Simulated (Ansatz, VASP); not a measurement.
# ZnSiCO: VASP beside Ansatz

Wanted: the spread between two codes on one cell, functional and k mesh. The cell is generated by rule, not measured, and may not be a known phase. The cell is taken from a series of runs on this material, whose earlier steps may have relaxed, scaled, displaced or heated it; both programs get it as it stands.

Main program and level: Ansatz 0.2.0; plane waves, with VASP 6.6.1 beside it; zone-centre phonons at PBEsol.

The structure was built from a prototype and need not be the compound's stable phase.

### 1. Starting point

The structure is trigonal, space group P3m1 (No. 156). The conventional cell has a = 3.183 Å, b = 3.183 Å, c = 10.519 Å, α = 90.00°, β = 90.00°, γ = 120.00°. C has 4 Si at 1.83 to 1.96 Å nearest. Nearest to C lie 1 Si at 1.83 Å and 3 Zn at 1.96 Å. Nearest to O lie 4 Zn at 1.89 to 2.14 Å. Nearest to O lie 3 Si at 1.92 Å and 1 Zn at 2.31 Å. Nearest to Si lie 1 C at 1.83 Å and 3 O at 1.92 Å. Nearest to Si lie 4 C at 1.83 to 1.96 Å. Farther neighbours and most contacts between anions are not listed.

### 2. Ansatz: zone-centre phonons, PBEsol

Ansatz runs on its default PAW (the set named soft_2) files.

Second derivatives magnify differences that forces hide, and they need a tight electronic threshold.

File input.yaml:

```yaml
crystal:
  lattice:
    - [3.1834761031, 0.0, 0.0]
    - [-1.5917380516, 2.7569711776, 0.0]
    - [0.0, 0.0, 10.5192966978]
  atoms:
    - { symbol: C, position: [0.3333333333, 0.6666666667, 0.6847313817] }
    - { symbol: C, position: [0.6666666667, 0.3333333333, 0.924444723] }
    - { symbol: O, position: [0.3333333333, 0.6666666667, 0.1941217203] }
    - { symbol: O, position: [0.6666666667, 0.3333333333, 0.4575745324] }
    - { symbol: Si, position: [0.3333333333, 0.6666666667, 0.5107254654] }
    - { symbol: Si, position: [0.6666666667, 0.3333333333, 0.7505912883] }
    - { symbol: Zn, position: [0.3333333333, 0.6666666667, -0.0097151279] }
    - { symbol: Zn, position: [0.6666666667, 0.3333333333, 0.2375260168] }
kpoints:
  mp_grid: { grid: [12, 12, 4] }
hamiltonian:
  xc: pbesol
scf:
  occupations: { method: methfessel_paxton, width: 0.2 }
output:
  eigenvalues: true
phonons:
  method: dfpt
```

Command:

```bash
$ ansatz run input.yaml --threads 8 --pin off --max-ram 14336MiB --backend cpu --events-out ev --progress --plain --runs-dir out
```

Numbers of over 12 decimals in the logs are rounded to 6 here.

Output:

```text
Engine: ansatz 0.2.0, aarch64-unknown-linux-gnu
Pseudopotentials: kind: paw
Pseudopotential: C, paw, valence charge 4, recommended cutoff 420 eV (normal), C.paw.azcp
Pseudopotential: O, paw, valence charge 6, recommended cutoff 420 eV (normal), O.paw.azcp
Pseudopotential: Si, paw, valence charge 4, recommended cutoff 420 eV (normal), Si.paw.azcp
Pseudopotential: Zn, paw, valence charge 12, recommended cutoff 420 eV (normal), Zn.paw.azcp
Functional definition: PBEsol
  exchange = pbesol_x
  correlation = pbesol_c
Crystal: 8 atoms, lattice volume = 92.325 Å³
Basis set: ecut = 420 eV, 1799 PW (Γ), exchange–correlation on 48×48×144 points (8 copies of the dense FFT grid, shifted against one another)
Bands: 34, of which v1, the nominal top of the filled ones, is band 26 counted from 1 (25 counted from 0)
Symmetry: 6 space group operations
k-points: 164 of 576 (irreducible under 2 space group operations, time reversal used)
Non-local potential: C, projectors of the file, l = 0: 2, l = 1: 2, l = 2: 1
Non-local potential: O, projectors of the file, l = 0: 2, l = 1: 2, l = 2: 1
Non-local potential: Si, projectors of the file, l = 0: 2, l = 1: 2, l = 2: 2
Non-local potential: Zn, projectors of the file, l = 0: 2, l = 1: 2, l = 2: 3, l = 3: 1
PAW form: soft (Blöchl's): semilocal exchange-correlation on the pseudo side does not see the compensation charge
PAW frozen core: C, regenerated for the run's functional, and the local potential with it (the file was generated under x = pbe(κ = 0.804, μ = 0.219515), c = pbe(β = 0.066725))
PAW frozen core: O, regenerated for the run's functional, and the local potential with it (the file was generated under x = pbe(κ = 0.804, μ = 0.219515), c = pbe(β = 0.066725))
PAW frozen core: Si, regenerated for the run's functional, and the local potential with it (the file was generated under x = pbe(κ = 0.804, μ = 0.219515), c = pbe(β = 0.066725))
PAW frozen core: Zn, regenerated for the run's functional, and the local potential with it (the file was generated under x = pbe(κ = 0.804, μ = 0.219515), c = pbe(β = 0.066725))
PAW one-centre angular grid: C, 110 points (default); XC on 64 Gauss nodes
PAW one-centre angular grid: O, 110 points (default); XC on 64 Gauss nodes
PAW one-centre angular grid: Si, 110 points (default); XC on 64 Gauss nodes
PAW one-centre angular grid: Zn, 590 points (default); XC on 64 Gauss nodes
Initial density: superposition of atomic densities (neutral atoms: chi_scale 0, normalization atom), corrected by the library's trained network
Initial wavefunctions: pseudopotential atomic-orbital guess
Functional: x = pbesol(κ = 0.804, μ = 0.123457), c = pbesol(β = 0.046)
SCF iter   1: F=—  HF=-9417.564918 eV  |F-HF|=—  |Δ(HF+E_count)|=         —  Δρ=1.49e-2  dr2=3.04e-1  ethr=1.77e-3  ⟨swp⟩=6.0  Hψ=25768  notcnv=0
preconditioner: auto → Kerker (q_TF=auto, 2.479 Å⁻¹)  [metal: Δε(μ)=0.031 eV  Ē_g=11.521 eV  σ=0.200 eV  W_gap=0.13  n_scr=26 (ndim 8)  ℏωp=27.9 eV  f_vac=0.001  D(μ)=2.76/eV (n_scr^D=12)]
SCF iter   2: F=—  HF=-9417.521483 eV  |F-HF|=—  |Δ(HF+E_count)|=   4.34e-2  S|Δr|=    0.00e0  Δρ=6.11e-3  dr2=5.89e-2  ethr=5.84e-4  ⟨swp⟩=1.0  Hψ=6888  notcnv=0
SCF iter   3: F=—  HF=-9417.511435 eV  |F-HF|=—  |Δ(HF+E_count)|=   1.00e-2  S|Δr|=    0.00e0  Δρ=2.59e-3  dr2=6.85e-3  ethr=1.13e-4  ⟨swp⟩=2.1  Hψ=8599  notcnv=0
SCF iter   4: F=—  HF=-9417.509543 eV  |F-HF|=—  |Δ(HF+E_count)|=   1.89e-3  S|Δr|=    0.00e0  Δρ=1.01e-3  dr2=2.08e-3  ethr=1.32e-5  ⟨swp⟩=2.0  Hψ=8090  notcnv=0
SCF iter   5: F=—  HF=-9417.509251 eV  |F-HF|=—  |Δ(HF+E_count)|=   2.92e-4  S|Δr|=    0.00e0  Δρ=3.73e-4  dr2=2.80e-4  ethr=4.01e-6  ⟨swp⟩=2.4  Hψ=8135  notcnv=0
SCF iter   6: F=—  HF=-9417.509216 eV  |F-HF|=—  |Δ(HF+E_count)|=   3.47e-5  S|Δr|=    0.00e0  Δρ=1.44e-4  dr2=5.38e-5  ethr=5.38e-7  ⟨swp⟩=2.1  Hψ=7520  notcnv=0
SCF iter   7: F=—  HF=-9417.509219 eV  |F-HF|=—  |Δ(HF+E_count)|=   2.60e-6  S|Δr|=    0.00e0  Δρ=1.47e-4  dr2=3.71e-5  ethr=1.03e-7  ⟨swp⟩=2.0  Hψ=8608  notcnv=0
SCF iter   8: F=—  HF=-9417.509208 eV  |F-HF|=—  |Δ(HF+E_count)|=   1.04e-5  S|Δr|=    0.00e0  Δρ=4.25e-5  dr2=1.38e-5  ethr=7.14e-8  ⟨swp⟩=2.0  Hψ=8163  notcnv=0
SCF iter   9: F=—  HF=-9417.509207 eV  |F-HF|=—  |Δ(HF+E_count)|=   1.46e-6  S|Δr|=    0.00e0  Δρ=2.10e-5  dr2=3.64e-6  ethr=2.66e-8  ⟨swp⟩=1.4  Hψ=5602  notcnv=0
SCF iter  10: F=—  HF=-9417.509207 eV  |F-HF|=—  |Δ(HF+E_count)|=   3.80e-8  S|Δr|=    0.00e0  Δρ=1.08e-5  dr2=7.72e-7  ethr=7.00e-9  ⟨swp⟩=1.6  Hψ=5415  notcnv=0
SCF iter  11: F=—  HF=-9417.509207 eV  |F-HF|=—  |Δ(HF+E_count)|=   7.93e-8  S|Δr|=    0.00e0  Δρ=6.11e-6  dr2=1.41e-7  ethr=1.48e-9  ⟨swp⟩=2.7  Hψ=8467  notcnv=0
SCF iter  12: F=—  HF=-9417.509207 eV  |F-HF|=—  |Δ(HF+E_count)|=   1.09e-8  S|Δr|=    0.00e0  Δρ=1.78e-6  dr2=9.14e-9  ethr=2.71e-10  ⟨swp⟩=2.1  Hψ=6523  notcnv=0
SCF iter  13: F=—  HF=-9417.509207 eV  |F-HF|=—  |Δ(HF+E_count)|=  9.35e-10  S|Δr|=    0.00e0  Δρ=7.09e-7  dr2=1.05e-9  ethr=1.76e-11  ⟨swp⟩=2.0  Hψ=8453  notcnv=0
SCF iter  14: F=—  HF=-9417.509207 eV  |F-HF|=—  |Δ(HF+E_count)|=  1.31e-10  S|Δr|=    0.00e0  Δρ=8.30e-7  dr2=5.21e-10  ethr=2.02e-12  ⟨swp⟩=2.0  Hψ=8870  notcnv=0
SCF iter  15: F=—  HF=-9417.509207 eV  |F-HF|=—  |Δ(HF+E_count)|=  2.00e-10  S|Δr|=    0.00e0  Δρ=2.63e-7  dr2=8.17e-11  ethr=1.00e-12  ⟨swp⟩=2.0  Hψ=8483  notcnv=0
SCF iter  16: F=—  HF=-9417.509207 eV  |F-HF|=—  |Δ(HF+E_count)|=  3.64e-12  S|Δr|=    0.00e0  Δρ=8.17e-8  dr2=1.11e-11  ethr=1.00e-12  ⟨swp⟩=1.0  Hψ=5204  notcnv=0
SCF iter  17: F=-9417.509207 eV  HF=-9417.509207 eV  |F-HF|=3.64e-12  |Δ(HF+E_count)|=    0.00e0  S|Δr|=    0.00e0  Δρ=2.43e-8  dr2=1.48e-12  ethr=1.00e-12  ⟨swp⟩=10.0  Hψ=27910  notcnv=0
SCF 1 converged in 17 iterations: F = -9417.509207 eV  dr2 = 1.48e-12
  greatest PAW one-centre occupation: 0.987 electrons in one spin orbital (limit 2), on the Zn atom at site 7 (counted from 0), in its partial waves of l = 2
DFPT response loops at Γ: preconditioner auto → Kerker (q_TF=auto, 2.479 Å⁻¹) (partly filled bands, converged f_vac=0.001); β = 1.00, the filter's whole step (`scf.mixing.beta` (0.50) is not read by the response loops under this deck's `scf.mixing.preconditioner`; to damp them name `kerker` or `kerker_dos`, under which they read `scf.mixing.beta`, and type it under 1.00, their step now; both keys bind the ground state too); Broyden in place of MSR1
SCF converged after 17 iterations
Stability not checked: this state was not tested for a lower state beside it, because cold or Methfessel-Paxton smearing, or corrected tetrahedra, fill the levels in a way that the test cannot read (fill_not_monotonic; see scf.lower_state_search)
Free energy (F): -9417.509207 eV
Harris-Foulkes:  -9417.509207 eV  (|F-HF|=3.64e-12)
Internal energy: -9417.502366 eV  (E = F + TS)
E sigma→0 (E₀):  -9417.507497 eV
Entropy (-TS):   -0.006841 eV (-0.855 meV/atom)
Fermi energy:    9.531310 eV
Step filling:    the computed levels leave a gap of 0.0000 eV = 0.0 smearing widths at the electron count; against every level under it full and every level over it empty, smearing changes F+E_penalty+E_count by -2.244 meV and its σ→0 estimate by -0.534 meV
--- Per-component energies (eV) ---
  E_band       = 101.717420
  E_kinetic    = 873.493536
  E_local      = -5696.606550  (includes V_loc(G=0)·N_el)
  E_nonlocal   = 1431.006562
  E_hartree    = 2439.147251
  E_xc         = -623.630010
  E_vxc        = -506.862575  (∫ρ·V_xc dr)
  E_paw        = -5071.948115  (= ΣΔE_a)
  E_vpaw       = -877.612012  (= ΣTr[D̂ρ^β])
  E_aug_tail   = 0.003966  (compensation charges beyond the density's cutoff)
  E_ewald      = -2770.739613
  E_core_change = 1.770608  (= ΣΔE_core)
  E_smearing   = -0.006841  (= −TS)
  E_closure    = 0.000000  (closes the sum)
  Σ components = -9417.509207   (vs F -9417.509207, Δ=0.00e0)
--- Band table (eV; the first three rows and the last of 164) ---
  k-point 0: bands = [... 22 lower, 7.5018, 7.5018, 7.6202, 10.4470, 10.9439, 10.9439, 13.1257, 14.0433, ... 4 higher]
  k-point 1: bands = [... 22 lower, 7.5042, 7.5042, 8.0285, 10.3599, 10.9438, 10.9438, 13.0789, 14.0415, ... 4 higher]
  k-point 2: bands = [... 22 lower, 7.5065, 7.5065, 8.2822, 10.2643, 10.9437, 10.9437, 13.0422, 14.0396, ... 4 higher]
  k-point 163: bands = [... 22 lower, 5.2299, 6.6440, 7.3606, 7.8039, 11.0174, 11.2128, 13.2591, 13.8656, ... 4 higher]
--- Phonons (Γ-DFPT): 16 representative perturbations + reference, on 164 of 576 k-points (Σ response iterations 59) ---
  k mesh reduced under 2 symmetry operations, with k and −k counted as one. Each operation leaves every solved perturbation unchanged. A smaller set is not used because it would not reduce the number of displacements times k-points to solve
  ASR residual: 5.734e-5 → 0.000e0 eV/Å²; symmetrization residual: 3.674e-5 eV/Å²
  ASR residual per site (eV/Å²): 3.38e-5 1.17e-5 1.27e-5 2.42e-5 7.65e-6 5.73e-5 2.90e-5 2.68e-5
  Γ frequencies (cm⁻¹): 0.00 0.00 0.00 62.88 62.88 101.48 101.48 119.81 190.01 190.01 198.09 210.72 210.72 298.59 363.83 501.30 515.29 515.29 548.12 548.12 615.54 615.54 812.67 825.45
  non-analytic LO–TO correction: not included (Born effective charges unavailable; polar crystals: no LO–TO splitting at Γ)
```

(Part 1 of 3 ends here.)

[Lines on the potential files, build, host, timing and source positions are cut from VASP's logs without a mark.]

[Logs are printed without paths, hosts, clocks, repeated set-up lines and the standing remarks that a program may print on its own settings, such as how far it seeks lower states.]

[Hosts, paths, dates, database ids (printed as entryN), source tags and the programs' standing remarks are cut or masked in the printed files.]
